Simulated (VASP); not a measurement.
# CsRe3 (Fm-3m) in VASP: relaxation of the atoms with LDA

Aim: the relaxation of the atoms of CsRe3 with LDA.

Everything below comes from runs of VASP 6.6.1. Logs are shortened: lines on timing, memory, paths and dates and some standing lists are left out, and cuts for length are marked.

## Step 1: Starting point

The structure is cubic, space group Fm-3m (No. 225). Conventional cell: a = 6.569 Å, b = 6.569 Å, c = 6.569 Å, α = 90.00°, β = 90.00°, γ = 90.00°. Cs (site symmetry m-3m) has 8 Re at 2.84 Å as nearest neighbours. Around Re (site symmetry -43m) lie 4 Cs at 2.84 Å and 4 Re at 2.84 Å. Re (site symmetry m-3m) is surrounded by 8 Re at 2.84 Å.

The cell was built by a generator and needn't be a form met in nature.

## Step 2: Relaxation of the atoms, LDA

run.py reads:

```python
from ase.calculators.vasp import Vasp
from ase.io import read
from ase.optimize import FIRE

atoms = read('CsRe3.cif')
calc = Vasp(
    directory='calc',
    xc='lda',
    pp='LDA',
    setups='materialsproject',
    prec='Accurate',
    encut=520,
    ediff=1e-07,
    ismear=-1,
    sigma=0.02,
    lreal=False,
    lasph=True,
    nelm=100,
    algo='Normal',
    isif=2,
    lwave=False,
    lcharg=False,
    bmix=3.0,
    kpts=[7, 7, 7],
    gamma=True,
    nbands=25,
)
atoms.calc = calc
opt = FIRE(atoms, trajectory='relax.traj')
converged = opt.run(fmax=0.02, steps=40)
print('converged:', converged)

print('energy (eV):', atoms.get_potential_energy())
print('free energy (eV):', atoms.get_potential_energy(force_consistent=True))
print('forces (eV/A):')
print(atoms.get_forces())
print('stress (eV/A^3, Voigt):', atoms.get_stress())
print('Fermi level (eV):', calc.get_fermi_level())
print('cell (A, degrees):', atoms.cell.cellpar())
print('volume (A^3):', atoms.get_volume())
print('scaled positions:')
print(atoms.get_scaled_positions())
```

CsRe3.cif reads:

```cif
data_CsRe3
_cell_length_a 4.64514001
_cell_length_b 4.64514001
_cell_length_c 4.64514001
_cell_angle_alpha 60.00000000
_cell_angle_beta 60.00000000
_cell_angle_gamma 60.00000000
_space_group_name_H-M_alt 'P1'
_space_group_name_Hall 'P 1'
_space_group_IT_number 1
loop_
_space_group_symop_operation_xyz
'x,y,z'
loop_
_atom_site_label
_atom_site_type_symbol
_atom_site_symmetry_multiplicity
_atom_site_Wyckoff_symbol
_atom_site_fract_x
_atom_site_fract_y
_atom_site_fract_z
_atom_site_occupancy
Cs1 Cs 1 a 0.0000000000 0.0000000000 0.0000000000 1
Re1 Re 1 a 0.2500000000 0.2500000000 0.2500000000 1
Re2 Re 1 a 0.7500000000 0.7500000000 0.7500000000 1
Re3 Re 1 a 0.5000000000 0.5000000000 0.5000000000 1
```

Potentials or basis: VASP PAW LDA potentials, release 64 (Cs_sv, Re_pv).

Run with:

```console
python run.py
```

What it wrote:

```text
Step     Time          Energy          fmax
FIRE:    0 --:--:--      -34.153816        0.000000
converged: True
energy (eV): -34.15299915
free energy (eV): -34.15381572
forces (eV/A):
[[ 0.  0.  0.]
 [-0. -0. -0.]
 [ 0.  0.  0.]
 [ 0.  0.  0.]]
stress (eV/A^3, Voigt): [0.04310476 0.04310476 0.04310476 0.         0.         0.        ]
Fermi level (eV): 6.85080224
cell (A, degrees): [ 4.64514001  4.64514001  4.64514001 60.         60.         60.        ]
volume (A^3): 70.87309982217954
scaled positions:
[[0.   0.   0.  ]
 [0.25 0.25 0.25]
 [0.75 0.75 0.75]
 [0.5  0.5  0.5 ]]
```

OUTCAR:

```text
ENCUT = 520.000000
   EDIFF = 1.00e-07
   PREC = Accurate
   ISIF = 2
   ISMEAR = -1
   NELM = 100
   LASPH = .TRUE.
   LREAL = .FALSE.

 ion  position               nearest neighbor table
   1  0.000  0.000  0.000-   3 2.84   3 2.84   2 2.84   2 2.84   3 2.84   3 2.84   2 2.84   2 2.84
                             4 3.28   4 3.28   4 3.28   4 3.28   4 3.28   4 3.28
   2  0.250  0.250  0.250-   1 2.84   1 2.84   4 2.84   4 2.84   4 2.84   1 2.84   4 2.84   1 2.84
                             3 3.28   3 3.28   3 3.28   3 3.28   3 3.28   3 3.28
   3  0.750  0.750  0.750-   4 2.84   4 2.84   1 2.84   1 2.84   4 2.84   4 2.84   1 2.84   1 2.84
                             2 3.28   2 3.28   2 3.28   2 3.28   2 3.28   2 3.28
   4  0.500  0.500  0.500-   2 2.84   2 2.84   3 2.84   3 2.84   3 2.84   2 2.84   3 2.84   2 2.84
                             1 3.28   1 3.28   1 3.28   1 3.28   1 3.28   1 3.28

  LATTYP: Found a face centered cubic cell.
 ALAT       =     6.5692200013

  Lattice vectors:

 A1 = (   4.6451400100,   0.0000000000,   0.0000000000)
 A2 = (   2.3225700050,   4.0228092528,   0.0000000000)
 A3 = (   2.3225700050,   1.3409364176,   3.7927409361)

Analysis of symmetry for initial positions (statically):
=====================================================================
 Subroutine PRICEL returns:
 Original cell was already a primitive cell.

 Routine SETGRP: Setting up the symmetry group for a
 face centered cubic supercell.

 Subroutine GETGRP returns: Found 48 space group operations
 (whereof 48 operations were pure point group operations)
 out of a pool of 48 trial point group operations.

The static configuration has the point symmetry O_h .

Analysis of symmetry for dynamics (positions and initial velocities):
=====================================================================
 Subroutine PRICEL returns:
 Original cell was already a primitive cell.

 Routine SETGRP: Setting up the symmetry group for a
 face centered cubic supercell.

 Subroutine GETGRP returns: Found 48 space group operations
 (whereof 48 operations were pure point group operations)
 out of a pool of 48 trial point group operations.

The dynamic configuration has the point symmetry O_h .

 Subroutine INISYM returns: Found 48 space group operations
 (whereof 48 operations are pure point group operations),
 and found     1 'primitive' translations

----------------------------------------------------------------------------------------

                                     Primitive cell

  volume of cell :      70.8731

  direct lattice vectors                    reciprocal lattice vectors
     4.645140010  0.000000000  0.000000000     0.215278764 -0.124291252 -0.087887187
     2.322570005  4.022809253  0.000000000     0.000000000  0.248582505 -0.087887187
     2.322570005  1.340936418  3.792740936     0.000000000  0.000000000  0.263661562

  length of vectors
     4.645140010  4.645140010  4.645140010     0.263661562  0.263661562  0.263661562

  position of ions in fractional coordinates (direct lattice)
     0.000000000  0.000000000  0.000000000
     0.250000000  0.250000000  0.250000000
     0.750000000  0.750000000  0.750000000
     0.500000000  0.500000000  0.500000000

  ion indices of the primitive-cell ions
   primitive index   ion index
                 1           1
                 2           2
[... 26 lines left out ...]

 Found     20 irreducible k-points:

 Following reciprocal coordinates:
            Coordinates               Weight
  0.000000  0.000000  0.000000      1.000000
  0.142857  0.000000  0.000000      8.000000
  0.285714  0.000000  0.000000      8.000000
  0.428571  0.000000  0.000000      8.000000
  0.142857  0.142857  0.000000      6.000000
  0.285714  0.142857  0.000000     24.000000
[... 12 lines left out ...]
 -0.428571  0.428571  0.142857     24.000000
 -0.285714  0.428571  0.142857     24.000000
   k-points           NKPTS =     20   k-points in BZ     NKDIM =     20   number of bands    NBANDS=     25
   number of dos      NEDOS =    301   number of ions     NIONS =      4
   total plane-waves  NPLWV =  46656
   dimension x,y,z NGX =    36 NGY =   36 NGZ =   36
   dimension x,y,z NGXF=    72 NGYF=   72 NGZF=   72
   ions per type =               1   3
   NGX,Y,Z   is equivalent  to a cutoff of  12.88, 12.88, 12.88 a.u.
   NGXF,Y,Z  is equivalent  to a cutoff of  25.77, 25.77, 25.77 a.u.
 SYSTEM =  unknown system
   PREC   = accura    normal or accurate (medium, high low for compatibility)
   ISTART =      0    job   : 0-new  1-cont  2-samecut
   ICHARG =      2    charge: 1-file 2-atom 10-const
   ISPIN  =      1    spin polarized calculation?
   LNONCOLLINEAR =      F non collinear calculations
   LSORBIT =      F    spin-orbit coupling
   LASPH  =      T    aspherical Exc in radial PAW
   ENCUT  =  520.0 eV  38.22 Ry    6.18 a.u.   8.64  8.64  8.64*2*pi/ulx,y,z
   NELM   =    100;   NELMIN=  2; NELMDL= -5     # of ELM steps
   EDIFF  = 0.1E-06   stopping-criterion for ELM
   LREAL  =      F    real-space projection
   EDIFFG = 0.1E-05   stopping-criterion for IOM
   NSW    =      0    number of steps for IOM
   IBRION =     -1    ionic relax: 0-MD 1-quasi-New 2-CG
   NFREE  =      0    steps in history (QN), initial steepest desc. (CG)
   ISIF   =      2    stress and relaxation
   ISYM   =      2    0-nonsym 1-usesym 2-fastsym
   POTIM  = 0.5000    time-step for ionic-motion
   TEBEG  =    0.0;   TEEND  =   0.0 temperature during run
   PSTRESS=    0.0 pullay stress
   NELECT =      48.0000    total number of electrons
   NUPDOWN=      -1.0000    fix difference up-down
   EMIN   =  10.00;   EMAX   =-10.00  energy-range for DOS
   EFERMI =   0.00;   METHOD = LEGACY
   ISMEAR =    -1;   SIGMA  =   0.02  broadening in eV -4-tet -1-fermi 0-gaus
   EFERMI_NEDOS =   21; number of points for ismear=-14 and -15
   IALGO  =     38    algorithm
   IMIX   =      4    mixing-type and parameters
     AMIX     =   0.40;   BMIX     =  3.00
     AMIX_MAG =   1.60;   BMIX_MAG =  3.00
  volume/ion in A,a.u.               =      17.72       119.57
  Fermi-wavevector in a.u.,A,eV,Ry     =   1.437677  2.716816 28.122102  2.066916
  Thomas-Fermi vector in A             =   2.556728
   LORBIT       =      0    0 simple, 1 ext, 2 COOP (PROOUT), +10 PAW based schemes
   GGA     = CA    functional components
   LHFCALC =     F    Hartree Fock is set to
   AEXX    =    0.0000 exact exchange contribution
   IVDW    =     0    specifies the selected vdW correction
   LEPSILON=     F    determine dielectric tensor
   LRPA    =     F    only Hartree local field effects (RPA)
 non-spin polarized calculation
  energy-cutoff  :      520.00
  volume of cell :       70.87
 maximum number of plane-waves:      1922
   NGX = 17   NGY = 17   NGZ = 17

 number of electron      47.9999999 magnetization

 Free energy of the ion-electron system (eV)
  ---------------------------------------------------
  ext. energy  EPLUGINS =         0.00000000
  ---------------------------------------------------
  free energy    TOTEN  =       -34.15381572 eV

  energy without entropy =      -34.15218258  energy(sigma->0) =      -34.15299915

 E-fermi :   6.8508     XC(G=0): -13.0722

 val. band max:        6.8013898988   @ k =  -0.4286   0.1429  -0.0000
 cond. band min:       6.9462196570   @ k =  -0.4286   0.4286   0.1429
 fundamental gap:      0.1448297582
 Fermi energy:         6.8508022439

 k-point     1 :       0.0000    0.0000    0.0000
  band No.  band energies     occupation
      1     -35.1072      2.00000
      2     -35.1072      2.00000
      3     -35.1072      2.00000
      4     -35.0962      2.00000
      5     -35.0962      2.00000
      6     -35.0962      2.00000
[... 549 lines left out ...]
     24       6.2511      2.00000
     25       6.4941      2.00000

------------------------ aborting loop because EDIFF is reached ----------------------------------------

  FORCE on cell =-STRESS in cart. coord.  units (eV):
  Direction    XX          YY          ZZ          XY          YZ          ZX
  --------------------------------------------------------------------------------------
  -------------------------------------------------------------------------------------
  Total       -3.0549664     -3.0549664     -3.0549664     -0.0000000     -0.0000000     -0.0000000
  in kB      -69.0614344    -69.0614344    -69.0614344     -0.0000000     -0.0000000     -0.0000000
  external PRESSURE =     -69.0614344 kB  Pullay stress =       0.0000000 kB

 VOLUME and BASIS-vectors are now :
 -----------------------------------------------------------------------------
  energy-cutoff  :      520.00
  volume of cell :       70.87
      direct lattice vectors                 reciprocal lattice vectors
     4.645140010  0.000000000  0.000000000     0.215278764 -0.124291252 -0.087887187
     2.322570005  4.022809253  0.000000000     0.000000000  0.248582505 -0.087887187
     2.322570005  1.340936418  3.792740936     0.000000000  0.000000000  0.263661562

 POSITION                                       TOTAL-FORCE (eV/Angst)
 -----------------------------------------------------------------------------------
      0.00000      0.00000      0.00000         0.000000      0.000000      0.000000
      2.32257      1.34094      0.94819        -0.000000     -0.000000     -0.000000
      6.96771      4.02281      2.84456         0.000000      0.000000      0.000000
      4.64514      2.68187      1.89637         0.000000      0.000000      0.000000
 -----------------------------------------------------------------------------------
    total drift:                                0.000000      0.000000      0.000000

  FREE ENERGIE OF THE ION-ELECTRON SYSTEM (eV)
  ---------------------------------------------------
  free  energy   TOTEN  =       -34.1538157231 eV

  energy  without entropy=      -34.1521825763  energy(sigma->0) =      -34.15299915
```

INCAR:

```text
BMIX = 3.000000
ENCUT = 520.000000
SIGMA = 0.020000
EDIFF = 1.00e-07
ALGO = Normal
PREC = Accurate
ISIF = 2
ISMEAR = -1
NBANDS = 25
NELM = 100
LASPH = .TRUE.
LCHARG = .FALSE.
LWAVE = .FALSE.
LREAL = .FALSE.
```

Run time: 61 s. Hardware: 1 thread of Intel Xeon Platinum 8488C (Sapphire Rapids), shared host; peak memory 0.19 GiB.

What came out:

```yaml
Free_energy: -34.1538 eV
Pressure_after_relaxing: -6.9 GPa
```

Final structure:
```
CELL_PARAMETERS angstrom
4.64514 0.00000 0.00000
2.32257 4.02281 0.00000
2.32257 1.34094 3.79274
ATOMIC_POSITIONS crystal
Cs 0.00000 0.00000 0.00000
Re 0.25000 0.25000 0.25000
Re 0.75000 0.75000 0.75000
Re 0.50000 0.50000 0.50000
```

Caveat: the relaxation stopped at its first step, so nothing moved; the bands computed are all filled at some k points, so no gap is given.
